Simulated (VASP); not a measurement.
VASP runs on Re (space group Fd-3m) share one base input (PBE GGA, plane waves, VASP's PBE PAW potentials (set 64)) and change the settings named in each case.

File POSCAR:
```
Re
3.9039780
  0.0000000000   0.7071066999   0.7071066999
  0.7071066999   0.0000000000   0.7071066999
  0.7071066999   0.7071066999   0.0000000000
Re
2
Cartesian
  1.0606600498   1.0606600498   1.0606600498
  0.7071066999   0.7071066999   0.7071066999
```

### INCAR
```
ALGO=Normal
EDIFF=1E-6
ENCUT=300
GGA=PE
ISIF=2
ISMEAR=-1
LASPH=.TRUE.
LCHARG=.FALSE.
LMAXMIX=6
LREAL=.FALSE.
LWAVE=.FALSE.
NELM=100
PREC=Accurate
SIGMA=0.1
SYSTEM=Re
```

KPOINTS:
```
Automatic mesh
0
Gamma
8 8 8
0 0 0
```

POTCAR, in this order: Re (PBE.64 set). Program: vasp_std.

```csv
change,E(σ→0) (eV/atom),pressure (GPa),−TS (eV)
base run,-10.8250,11.21,-0.0381
"GGA removed, POTCAR Re (LDA.64 set)",-12.0286,[?],[?]
"GGA_COMPAT = .FALSE., LNONCOLLINEAR = .TRUE., LSORBIT = .TRUE., MAGMOM = 0.0 0.0 0.0 0.0 0.0 0.0, program vasp_ncl",-11.1124,[?],[?]
KPOINTS 5×5×5 Γ-centred mesh,-10.8098,11.24,-0.0571
```

**Question.** Some entries are withheld; supply them.

**Answer.** 
- GGA removed, POTCAR Re (LDA.64 set), pressure (GPa): 1.89
- GGA removed, POTCAR Re (LDA.64 set), −TS (eV): -0.0380
- GGA_COMPAT = .FALSE., LNONCOLLINEAR = .TRUE., LSORBIT = .TRUE., MAGMOM = 0.0 0.0 0.0 0.0 0.0 0.0, program vasp_ncl, pressure (GPa): 11.62
- GGA_COMPAT = .FALSE., LNONCOLLINEAR = .TRUE., LSORBIT = .TRUE., MAGMOM = 0.0 0.0 0.0 0.0 0.0 0.0, program vasp_ncl, −TS (eV): -0.0392

Energies of different potentials or functionals have different zeros.  Unless said otherwise, spin-orbit coupling is left out, though it shifts the bands of the heavy elements here. At 300 eV the pressure can carry a Pulay error.

Left out are runs that ran out of time, are held back, or changed the cell or the kind of run, fixed moments of cells without a moment, rows past the twelfth, gaps on odd meshes, pressures of charged cells and columns that move by less than the noise.

The structure was generated: Re was put into an ordered model structure, which need not be its known phase. The cell was not relaxed at this level, its lattice was scaled by up to 2.5 %.
